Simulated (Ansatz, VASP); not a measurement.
# Cross-check of AlSi23O48 ([AlO4]0 centre in alpha-quartz) between VASP and Ansatz

One calculation is typed for both programs; each brings its own data sets. How far apart do they land? Of the first pair: The structure shown is the start of the Ansatz relaxation below; VASP solves that cell, so the two are compared at the walk's first step.

Method: plane waves, with VASP 6.6.1 beside it; single point at PBE, in Ansatz 0.2.0.

**1. The structure**

The cell holds 72 atoms: 23 Si, 48 O and 1 Al. Its edges and angles: a = 10.037 Å, b = 10.037 Å, c = 11.018 Å, α = 90.0°, β = 90.0°, γ = 120.0°. It derives from SiO2 (SiO2 (P3_221)). Nearest the centre at fractional (0.265, 0.265, 0.500): Al72 at 0.13 Å, O32 at 1.55 Å, O29 at 1.66 Å, O33 at 1.71 Å, O24 at 1.74 Å, Si16 at 3.17 Å, Si6 at 3.18 Å, Si1 at 3.22 Å.

**2. Ansatz: relaxation, PBE**

Ansatz runs on its default PAW (the set named soft_2) files.

The two programs are compared at the cell with which this relaxation starts, whose forces are those of its first step.

File input.yaml:

```yaml
relax:
  f_tol: 0.02
  max_steps: 80
  random_displacement: { amplitude: 0.1, seed: 930 }
crystal:
  lattice:
    - [10.03667686, 0.0, 0.0]
    - [-5.01833843, 8.69201713, 0.0]
    - [0.0, 0.0, 11.01794814]
  atoms:
    - { symbol: Si, position: [0.238184543, 0.0, 0.333333333] }
    - { symbol: Si, position: [0.0, 0.238184543, 0.166666667] }
    - { symbol: Si, position: [0.261815457, 0.261815457, 0.0] }
    - { symbol: O, position: [0.20720344, 0.128060005, 0.397141941] }
    - { symbol: O, position: [0.371939995, 0.079143435, 0.230475274] }
    - { symbol: O, position: [0.420856565, 0.29279656, 0.063808608] }
    - { symbol: O, position: [0.128060005, 0.20720344, 0.102858059] }
    - { symbol: O, position: [0.079143435, 0.371939995, 0.269524726] }
    - { symbol: O, position: [0.29279656, 0.420856565, 0.436191392] }
    - { symbol: Si, position: [0.238184543, 0.0, 0.833333333] }
    - { symbol: Si, position: [0.0, 0.238184543, 0.666666667] }
    - { symbol: Al, position: [0.261815457, 0.261815457, 0.5] }
    - { symbol: O, position: [0.20720344, 0.128060005, 0.897141941] }
    - { symbol: O, position: [0.371939995, 0.079143435, 0.730475274] }
    - { symbol: O, position: [0.420856565, 0.29279656, 0.563808608] }
    - { symbol: O, position: [0.128060005, 0.20720344, 0.602858059] }
    - { symbol: O, position: [0.079143435, 0.371939995, 0.769524726] }
    - { symbol: O, position: [0.29279656, 0.420856565, 0.936191392] }
    - { symbol: Si, position: [0.238184543, 0.5, 0.333333333] }
    - { symbol: Si, position: [0.0, 0.738184543, 0.166666667] }
    - { symbol: Si, position: [0.261815457, 0.761815457, 0.0] }
    - { symbol: O, position: [0.20720344, 0.628060005, 0.397141941] }
    - { symbol: O, position: [0.371939995, 0.579143435, 0.230475274] }
    - { symbol: O, position: [0.420856565, 0.79279656, 0.063808608] }
    - { symbol: O, position: [0.128060005, 0.70720344, 0.102858059] }
    - { symbol: O, position: [0.079143435, 0.871939995, 0.269524726] }
    - { symbol: O, position: [0.29279656, 0.920856565, 0.436191392] }
    - { symbol: Si, position: [0.238184543, 0.5, 0.833333333] }
    - { symbol: Si, position: [0.0, 0.738184543, 0.666666667] }
    - { symbol: Si, position: [0.261815457, 0.761815457, 0.5] }
    - { symbol: O, position: [0.20720344, 0.628060005, 0.897141941] }
    - { symbol: O, position: [0.371939995, 0.579143435, 0.730475274] }
    - { symbol: O, position: [0.420856565, 0.79279656, 0.563808608] }
    - { symbol: O, position: [0.128060005, 0.70720344, 0.602858059] }
    - { symbol: O, position: [0.079143435, 0.871939995, 0.769524726] }
    - { symbol: O, position: [0.29279656, 0.920856565, 0.936191392] }
    - { symbol: Si, position: [0.738184543, 0.0, 0.333333333] }
    - { symbol: Si, position: [0.5, 0.238184543, 0.166666667] }
    - { symbol: Si, position: [0.761815457, 0.261815457, 0.0] }
    - { symbol: O, position: [0.70720344, 0.128060005, 0.397141941] }
    - { symbol: O, position: [0.871939995, 0.079143435, 0.230475274] }
    - { symbol: O, position: [0.920856565, 0.29279656, 0.063808608] }
    - { symbol: O, position: [0.628060005, 0.20720344, 0.102858059] }
    - { symbol: O, position: [0.579143435, 0.371939995, 0.269524726] }
    - { symbol: O, position: [0.79279656, 0.420856565, 0.436191392] }
    - { symbol: Si, position: [0.738184543, 0.0, 0.833333333] }
    - { symbol: Si, position: [0.5, 0.238184543, 0.666666667] }
    - { symbol: Si, position: [0.761815457, 0.261815457, 0.5] }
    - { symbol: O, position: [0.70720344, 0.128060005, 0.897141941] }
    - { symbol: O, position: [0.871939995, 0.079143435, 0.730475274] }
    - { symbol: O, position: [0.920856565, 0.29279656, 0.563808608] }
    - { symbol: O, position: [0.628060005, 0.20720344, 0.602858059] }
    - { symbol: O, position: [0.579143435, 0.371939995, 0.769524726] }
    - { symbol: O, position: [0.79279656, 0.420856565, 0.936191392] }
    - { symbol: Si, position: [0.738184543, 0.5, 0.333333333] }
    - { symbol: Si, position: [0.5, 0.738184543, 0.166666667] }
    - { symbol: Si, position: [0.761815457, 0.761815457, 0.0] }
    - { symbol: O, position: [0.70720344, 0.628060005, 0.397141941] }
    - { symbol: O, position: [0.871939995, 0.579143435, 0.230475274] }
    - { symbol: O, position: [0.920856565, 0.79279656, 0.063808608] }
    - { symbol: O, position: [0.628060005, 0.70720344, 0.102858059] }
    - { symbol: O, position: [0.579143435, 0.871939995, 0.269524726] }
    - { symbol: O, position: [0.79279656, 0.920856565, 0.436191392] }
    - { symbol: Si, position: [0.738184543, 0.5, 0.833333333] }
    - { symbol: Si, position: [0.5, 0.738184543, 0.666666667] }
    - { symbol: Si, position: [0.761815457, 0.761815457, 0.5] }
    - { symbol: O, position: [0.70720344, 0.628060005, 0.897141941] }
    - { symbol: O, position: [0.871939995, 0.579143435, 0.730475274] }
    - { symbol: O, position: [0.920856565, 0.79279656, 0.563808608] }
    - { symbol: O, position: [0.628060005, 0.70720344, 0.602858059] }
    - { symbol: O, position: [0.579143435, 0.871939995, 0.769524726] }
    - { symbol: O, position: [0.79279656, 0.920856565, 0.936191392] }
basis:
  ecutwfc: 420
  xc_grid: 2
hamiltonian:
  xc: pbe
kpoints:
  mp_grid: { grid: [1, 1, 1], shift: [0.25, 0.25, 0.25] }
magnetization:
  spin_polarized: true
  initial_magnetization: 1
  spin_locking: { lock_magnetization: hard }
scf:
  occupations: { method: fermi_dirac, width: 0.01 }
  max_iter: 120
output:
  forces: true
checkpoint:
  write: "../relax.run"
  compress: false
  write_wavefunctions: true
  write_every: 100000
```

On the command line:

```
$ ansatz run input.yaml --threads 2 --pin off --max-ram 3768MiB --backend cpu --events-out ev --progress --plain --runs-dir out
```

Numbers of over 12 decimals in the logs are rounded to 6 here.

What it wrote:

```text
Engine: ansatz 0.2.0, aarch64-unknown-linux-gnu
Pseudopotentials: kind: paw
Pseudopotential: Si, paw, valence charge 4, recommended cutoff 420 eV (normal), Si.paw.azcp
Pseudopotential: O, paw, valence charge 6, recommended cutoff 420 eV (normal), O.paw.azcp
Pseudopotential: Al, paw, valence charge 3, recommended cutoff 420 eV (normal), Al.paw.azcp
Functional definition: PBE
  parameter kappa = 0.804
  parameter beta = 0.066725
  exchange = pbe_x(kappa = kappa, mu = beta*pi^2/3)
  correlation = pbe_c(beta = beta)
Crystal: 72 atoms, lattice volume = 961.194 Å³
Basis set: ecut = 420 eV, 18781 PW (Γ), exchange–correlation on 144×144×150 points (8 copies of the dense FFT grid, shifted against one another)
Bands: 264, of which v1, the nominal top of the filled ones, is band 192 counted from 1 (191 counted from 0)
Symmetry: 1 space group operations
k-points: 1
Non-local potential: Si, projectors of the file, l = 0: 2, l = 1: 2, l = 2: 2
Non-local potential: O, projectors of the file, l = 0: 2, l = 1: 2, l = 2: 1
Non-local potential: Al, projectors of the file, l = 0: 2, l = 1: 2, l = 2: 1
PAW form: soft (Blöchl's): semilocal exchange-correlation on the pseudo side does not see the compensation charge
PAW one-centre angular grid: Si, 110 points (default); XC on 64 Gauss nodes
PAW one-centre angular grid: O, 110 points (default); XC on 64 Gauss nodes
PAW one-centre angular grid: Al, 110 points (default); XC on 64 Gauss nodes
Initial density: superposition of atomic densities (chi_scale 0.1, normalization cell, long waves kept (reshape's long-wave potential 0.07 eV rms))
Starting moments: Σ|m| = 1 μB on 72 of 72 sites
Initial wavefunctions: pseudopotential atomic-orbital guess
Functional: x = pbe(κ = 0.804, μ = 0.219515), c = pbe(β = 0.066725)
SCF iter   1: F=—  HF=-42509.623875 eV  |F-HF|=—  |Δ(HF+E_count)|=         —  Δρ=6.47e-2 (↑6.47e-2 ↓6.46e-2)  dr2=1.51e2  dr2_m=2.53e-1  M=1.000 μB ∫|m|=1.028 μB  β_m=0.30  ethr=3.10e-3  ⟨swp⟩=6.0  Hψ=2140  notcnv=0  defer=122
preconditioner: auto → Resta (q_TF=auto, 2.340 Å⁻¹)  ε∞=2.8  [insulator: Δε(μ)=0.096 eV  Ē_g=17.670 eV  σ=0.010 eV  W_gap=0.98  n_scr=212 (ndim 8)  ℏωp=23.4 eV  f_vac=0.012  D(μ)=1.70/eV (n_scr^D=0)  ε∞_Penn≈2.8]
spin=Collinear: Resta preconditioning applied to the charge; magnetization (m = ρ↑ − ρ↓) channel mixes plain (no charge-response kernel on spin).
SCF iter   2: F=—  HF=-42473.586616 eV  |F-HF|=—  |Δ(HF+E_count)|=    3.60e1  Δρ=3.23e-2 (↑2.94e-2 ↓3.23e-2)  dr2=3.28e1  dr2_m=4.81e-1  M=1.000 μB ∫|m|=1.070 μB  β_m=0.41  ethr=3.10e-3  ⟨swp⟩=3.0  Hψ=1012  notcnv=0  defer=134
SCF iter   3: F=—  HF=-42467.457643 eV  |F-HF|=—  |Δ(HF+E_count)|=    6.13e0  Δρ=2.34e-2 (↑1.50e-2 ↓2.34e-2)  dr2=9.42e0  dr2_m=5.57e-1  M=1.000 μB ∫|m|=1.108 μB  β_m=0.42  ethr=3.10e-3  ⟨swp⟩=2.0  Hψ=969  notcnv=0  defer=134
SCF iter   4: F=—  HF=-42466.626999 eV  |F-HF|=—  |Δ(HF+E_count)|=   8.31e-1  Δρ=1.32e-2 (↑9.50e-3 ↓1.32e-2)  dr2=3.06e0  dr2_m=1.39e-1  M=1.000 μB ∫|m|=1.089 μB  β_m=0.45  ethr=2.46e-3  ⟨swp⟩=3.0  Hψ=699  notcnv=0  defer=134
SCF iter   5: F=—  HF=-42466.455741 eV  |F-HF|=—  |Δ(HF+E_count)|=   1.71e-1  Δρ=5.64e-3 (↑4.60e-3 ↓5.64e-3)  dr2=7.20e-1  dr2_m=1.49e-2  M=1.000 μB ∫|m|=1.069 μB  β_m=0.44  ethr=7.99e-4  ⟨swp⟩=2.0  Hψ=909  notcnv=0  defer=134
SCF iter   6: F=—  HF=-42466.518112 eV  |F-HF|=—  |Δ(HF+E_count)|=   6.24e-2  Δρ=6.78e-3 (↑1.41e-3 ↓6.78e-3)  dr2=6.69e-1  dr2_m=9.08e-2  M=1.000 μB ∫|m|=1.105 μB  β_m=0.42  ethr=1.88e-4  ⟨swp⟩=2.0  Hψ=698  notcnv=0  defer=134
SCF iter   7: F=—  HF=-42466.513959 eV  |F-HF|=—  |Δ(HF+E_count)|=   4.15e-3  Δρ=5.95e-3 (↑7.36e-4 ↓5.95e-3)  dr2=4.30e-1  dr2_m=7.65e-2  M=1.000 μB ∫|m|=1.094 μB  β_m=0.42  ethr=1.75e-4  ⟨swp⟩=2.0  Hψ=412  notcnv=0  defer=134
SCF iter   8: F=—  HF=-42466.513941 eV  |F-HF|=—  |Δ(HF+E_count)|=   1.73e-5  Δρ=1.60e-3 (↑6.56e-4 ↓1.60e-3)  dr2=3.54e-2  dr2_m=4.49e-3  M=1.000 μB ∫|m|=1.085 μB  β_m=0.43  ethr=1.12e-4  ⟨swp⟩=1.5  Hψ=502  notcnv=0  defer=134
SCF iter   9: F=—  HF=-42466.524583 eV  |F-HF|=—  |Δ(HF+E_count)|=   1.06e-2  Δρ=5.34e-3 (↑3.57e-4 ↓5.34e-3)  dr2=3.58e-1  dr2_m=6.28e-2  M=1.000 μB ∫|m|=1.094 μB  β_m=0.43  ethr=9.25e-6  ⟨swp⟩=2.0  Hψ=659  notcnv=0  defer=134
SCF iter  10: F=—  HF=-42466.523196 eV  |F-HF|=—  |Δ(HF+E_count)|=   1.39e-3  Δρ=1.29e-3 (↑2.14e-4 ↓1.29e-3)  dr2=2.00e-2  dr2_m=3.72e-3  M=1.000 μB ∫|m|=1.089 μB  β_m=0.41  ethr=9.25e-6  ⟨swp⟩=2.5  Hψ=553  notcnv=0  defer=134
SCF iter  11: F=—  HF=-42466.524611 eV  |F-HF|=—  |Δ(HF+E_count)|=   1.41e-3  Δρ=9.92e-4 (↑1.20e-4 ↓9.92e-4)  dr2=1.21e-2  dr2_m=2.15e-3  M=1.000 μB ∫|m|=1.089 μB  β_m=0.49  ethr=5.23e-6  ⟨swp⟩=2.0  Hψ=404  notcnv=0  defer=134
SCF iter  12: F=—  HF=-42466.525032 eV  |F-HF|=—  |Δ(HF+E_count)|=   4.21e-4  Δρ=2.78e-4 (↑3.97e-5 ↓2.78e-4)  dr2=7.95e-4  dr2_m=1.83e-4  M=1.000 μB ∫|m|=1.089 μB  β_m=0.61  ethr=3.16e-6  ⟨swp⟩=2.0  Hψ=405  notcnv=0  defer=134
[...]
k-point 0 ↓: bands = [... 188 lower, 1.8907, 2.0235, 2.0503, 2.1497, 8.4550, 9.1178, 9.1423, 9.3075, ... 68 higher]
--- Relaxed structure (8 steps of the walk, 7 accepted, 0 SCFs on fresh bases) ---
  F+E_penalty+E_count = -42477.03272952 eV   max|allowed force component| = 1.924e-2 eV/Å
  atoms:
    - { symbol: Si, position: [0.237051, -0.000414718, 0.329925] }
    - { symbol: Si, position: [0.00291298, 0.239015, 0.166894] }
    - { symbol: Si, position: [0.265098, 0.265410, -0.000548434] }
    - { symbol: O, position: [0.205959, 0.130302, 0.385476] }
    - { symbol: O, position: [0.370889, 0.076775, 0.226042] }
    - { symbol: O, position: [0.424375, 0.295982, 0.062969] }
    - { symbol: O, position: [0.132296, 0.209940, 0.103154] }
    - { symbol: O, position: [0.078660, 0.374993, 0.268030] }
    - { symbol: O, position: [0.297266, 0.440645, 0.437113] }
    - { symbol: Si, position: [0.239606, 0.00337913, 0.832140] }
    - { symbol: Si, position: [6.714217302733472e-5, 0.237922, 0.669333] }
    - { symbol: Al, position: [0.269944, 0.269540, 0.499908] }
    - { symbol: O, position: [0.210849, 0.133209, 0.895383] }
    - { symbol: O, position: [0.375730, 0.078476, 0.731024] }
    - { symbol: O, position: [0.441392, 0.296625, 0.561431] }
    - { symbol: O, position: [0.131702, 0.207302, 0.614928] }
    - { symbol: O, position: [0.075998, 0.371697, 0.773256] }
    - { symbol: O, position: [0.295157, 0.424698, 0.936388] }
    - { symbol: Si, position: [0.236620, 0.507360, 0.331209] }
    - { symbol: Si, position: [-0.00266039, 0.733045, 0.166075] }
    - { symbol: Si, position: [0.260937, 0.763636, -0.0011824] }
    - { symbol: O, position: [0.202490, 0.636255, 0.391154] }
    - { symbol: O, position: [0.367539, 0.584321, 0.225525] }
    - { symbol: O, position: [0.421867, 0.799429, 0.062254] }
    - { symbol: O, position: [0.124703, 0.702585, 0.100195] }
    - { symbol: O, position: [0.079053, 0.864846, 0.269627] }
    - { symbol: O, position: [0.295000, 0.926975, 0.436461] }
    - { symbol: Si, position: [0.238073, 0.501073, 0.833051] }
    - { symbol: Si, position: [0.000989047, 0.740849, 0.666586] }
    - { symbol: Si, position: [0.261583, 0.765954, 0.498172] }
    - { symbol: O, position: [0.210135, 0.631935, 0.894815] }
    - { symbol: O, position: [0.368252, 0.576638, 0.727213] }
    - { symbol: O, position: [0.419590, 0.791938, 0.560707] }
    - { symbol: O, position: [0.129407, 0.710850, 0.602313] }
    - { symbol: O, position: [0.080235, 0.876345, 0.767979] }
    - { symbol: O, position: [0.288888, 0.922443, 0.937382] }
    - { symbol: Si, position: [0.740558, 0.000912379, 0.332624] }
    - { symbol: Si, position: [0.500590, 0.238481, 0.166092] }
    - { symbol: Si, position: [0.763228, 0.260546, 0.000298069] }
[...]
- { symbol: Si, position: [0.733267, -0.00289258, 0.833004] }
    - { symbol: Si, position: [0.508045, 0.236492, 0.667696] }
    - { symbol: Si, position: [0.766529, 0.261683, 0.501060] }
[...]
- { symbol: Si, position: [0.736780, 0.497140, 0.334801] }
    - { symbol: Si, position: [0.500008, 0.742616, 0.164262] }
    - { symbol: Si, position: [0.760815, 0.760691, -0.000371437] }
[...]
- { symbol: O, position: [0.581280, 0.875200, 0.267527] }
    - { symbol: O, position: [0.792028, 0.919291, 0.435361] }
    - { symbol: Si, position: [0.742384, 0.499928, 0.834855] }
    - { symbol: Si, position: [0.497053, 0.736367, 0.664385] }
    - { symbol: Si, position: [0.760400, 0.760410, 0.499546] }
    - { symbol: O, position: [0.707288, 0.624984, 0.898708] }
    - { symbol: O, position: [0.875231, 0.581785, 0.731886] }
    - { symbol: O, position: [0.919282, 0.792287, 0.563932] }
    - { symbol: O, position: [0.626757, 0.706765, 0.602289] }
    - { symbol: O, position: [0.574436, 0.868179, 0.769337] }
    - { symbol: O, position: [0.791804, 0.918437, 0.933410] }
```

(Continued in part 2 of 4.)

[Lines on the potential files, build, host, timing and source positions are cut from VASP's logs without a mark.]

[Logs are printed without paths, hosts, clocks, repeated set-up lines and the standing remarks that a program may print on its own settings, such as how far it seeks lower states.]

[Hosts, paths, dates, database ids (printed as entryN), source tags and the programs' standing remarks are cut or masked in the printed files.]
